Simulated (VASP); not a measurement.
All values below come from RPBE GGA, VASP's PBE PAW potentials (set 64) (plane waves; VASP 6.6.1).

The input files of a VASP run:

POSCAR:
```
Ir
1
    0.0000000000     1.9043533149     1.9043533149
    1.9043533149     0.0000000000     1.9043533149
    1.9043533149     1.9043533149     0.0000000000
Ir
1
Direct
  0.0000000000   0.0000000000   0.0000000000
```

KPOINTS:
```
Automatic mesh
0
Gamma
16 16 16
0 0 0
```

### INCAR
```
! general
SYSTEM  = Ir
PREC    = Accurate
ENCUT   = 520
LREAL   = .False.
LASPH   = .True.

! electronic loop
EDIFF   = 1E-7
NELM    = 100
ALGO    = Normal
LMAXMIX = 6

! smearing
ISMEAR  = 1
SIGMA   = 0.1

! functional
GGA     = RP

! ions
ISIF    = 2

! output
LWAVE   = .False.
LCHARG  = .False.
```

POTCAR, in this order: Ir (PBE.64 set). Program: vasp_std.

What VASP printed:

### OUTCAR
```
 ion  position               nearest neighbor table
   1  0.000  0.000  0.000-
  LATTYP: Found a face centered cubic cell.
 ALAT       =     3.8087066298
 Subroutine PRICEL returns:
 Original cell was already a primitive cell.
 Subroutine GETGRP returns: Found 48 space group operations
The static configuration has the point symmetry O_h .
The dynamic configuration has the point symmetry O_h .
 Subroutine INISYM returns: Found 48 space group operations
 Subroutine IBZKPT returns following result:
 Found    145 irreducible k-points:

 Following reciprocal coordinates:
            Coordinates               Weight
  0.000000  0.000000  0.000000      1.000000
  0.062500  0.000000  0.000000      8.000000
  0.125000  0.000000  0.000000      8.000000
  0.187500  0.000000  0.000000      8.000000
  0.250000  0.000000  0.000000      8.000000
  0.312500  0.000000  0.000000      8.000000
  0.375000  0.000000  0.000000      8.000000
  0.437500  0.000000  0.000000      8.000000
  0.500000  0.000000  0.000000      4.000000
  0.062500  0.062500  0.000000      6.000000
  0.125000  0.062500  0.000000     24.000000
  0.187500  0.062500  0.000000     24.000000
  0.250000  0.062500  0.000000     24.000000
  0.312500  0.062500  0.000000     24.000000
  0.375000  0.062500  0.000000     24.000000
  0.437500  0.062500  0.000000     24.000000
  0.500000  0.062500  0.000000     24.000000
 -0.437500  0.062500  0.000000     24.000000
 -0.375000  0.062500  0.000000     24.000000
 -0.312500  0.062500  0.000000     24.000000
 -0.250000  0.062500  0.000000     24.000000
 -0.187500  0.062500  0.000000     24.000000
 -0.125000  0.062500  0.000000     24.000000
 -0.062500  0.062500  0.000000     12.000000
  0.125000  0.125000  0.000000      6.000000
...
```

OSZICAR:
```
       N       E                     dE             d eps       ncg     rms          rms(c)
DAV:   1     0.445474551121E+02    0.44547E+02   -0.44740E+03  2344   0.102E+03
DAV:   2    -0.801567472851E+01   -0.52563E+02   -0.51187E+02  2344   0.209E+02
DAV:   3    -0.861387875141E+01   -0.59820E+00   -0.59657E+00  3312   0.306E+01
DAV:   4    -0.861793619120E+01   -0.40574E-02   -0.40568E-02  3016   0.186E+00
DAV:   5    -0.861796015473E+01   -0.23964E-04   -0.23964E-04  3384   0.880E-02    0.161E+01
DAV:   6    -0.821065677596E+01    0.40730E+00   -0.78961E-01  2752   0.127E+01    0.699E+00
DAV:   7    -0.812425953450E+01    0.86397E-01   -0.29799E-01  3040   0.729E+00    0.156E+00
DAV:   8    -0.811843911415E+01    0.58204E-02   -0.32155E-03  2632   0.940E-01    0.234E-01
DAV:   9    -0.811823210936E+01    0.20700E-03   -0.36690E-04  3248   0.309E-01    0.139E-02
DAV:  10    -0.811824006505E+01   -0.79557E-05   -0.40836E-06  2952   0.201E-02    0.195E-03
DAV:  11    -0.811823991766E+01    0.14739E-06   -0.59644E-08  2712   0.324E-03    0.458E-04
DAV:  12    -0.811823983264E+01    0.85024E-07   -0.79841E-09  1464   0.103E-03
   1 F= -.81182398E+01 E0= -.81181240E+01  d E =-.347475E-03
```

OUTCAR:
```
------------------------ aborting loop because EDIFF is reached ----------------------------------------
  FORCE on cell =-STRESS in cart. coord.  units (eV):
  Direction    XX          YY          ZZ          XY          YZ          ZX
  --------------------------------------------------------------------------------------
  Total        2.0904823      2.0904823      2.0904823      0.0000000      0.0000000      0.0000000
  in kB      242.4847919    242.4847919    242.4847919      0.0000000      0.0000000      0.0000000
  external PRESSURE =     242.4847919 kB  Pullay stress =       0.0000000 kB
  volume of cell :       13.81
      direct lattice vectors                 reciprocal lattice vectors
     0.000000000  1.904353315  1.904353315    -0.262556321  0.262556321  0.262556321
     1.904353315  0.000000000  1.904353315     0.262556321 -0.262556321  0.262556321
     1.904353315  1.904353315  0.000000000     0.262556321  0.262556321 -0.262556321
 POSITION                                       TOTAL-FORCE (eV/Angst)
 -----------------------------------------------------------------------------------
      0.00000      0.00000      0.00000         0.000000      0.000000      0.000000
 -----------------------------------------------------------------------------------
    total drift:                                0.000000      0.000000     -0.000000
  FREE ENERGIE OF THE ION-ELECTRON SYSTEM (eV)
  ---------------------------------------------------
  free  energy   TOTEN  =        -8.1182398326 eV

  energy  without entropy=       -8.1178923573  energy(sigma->0) =       -8.11812401
```
(Selected blocks of OUTCAR.)

The compound is Ir in the fcc structure. This cell is one point of a volume scan, at 0.94 of the reference volume.
